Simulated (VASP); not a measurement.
Consider the following.

```
FePt
1.0
    2.72000     0.00000     0.00000
    0.00000     2.72000     0.00000
    0.00000     0.00000     3.71000
Fe Pt
1 1
Direct
  0.00000   0.00000   0.00000
  0.50000   0.50000   0.50000
```
Starting moments (μB, in the order of the record's atoms Fe Pt): 3.0 0.0.

All values below come from PBE GGA, VASP's PBE PAW potentials (set 64) (plane waves; VASP). Settings: PREC = Low, 400 eV cut-off, 12×12×9 Γ-centred mesh, first-order Methfessel-Paxton smearing of 0.10 eV, potentials Fe Pt.

Unless said otherwise, spin-orbit coupling is left out, though it shifts the bands of the heavy elements here.

Q: What does the run give for the cell moment, energy per atom (σ→0), pressure, band gap (on the k-mesh) with the smallest direct gap where there is one?

A: 
The band gap (on the k-mesh) is none (metal, semimetal or under 0.01 eV) and the cell moment is 3.27 μB. The energy per atom (σ→0) is -7.398 eV/atom and the pressure is 4.01 GPa.

Q: Give the moment on each site (PAW-sphere projection).

A: 
```tsv
site	moment (μB)
Fe1	2.92
Pt2	0.33
```

The compound is FePt in the L1_0 structure. The cell was not relaxed at this level. The run is one of a series of settings (PREC = Low against the base run), some of them coarse on purpose.
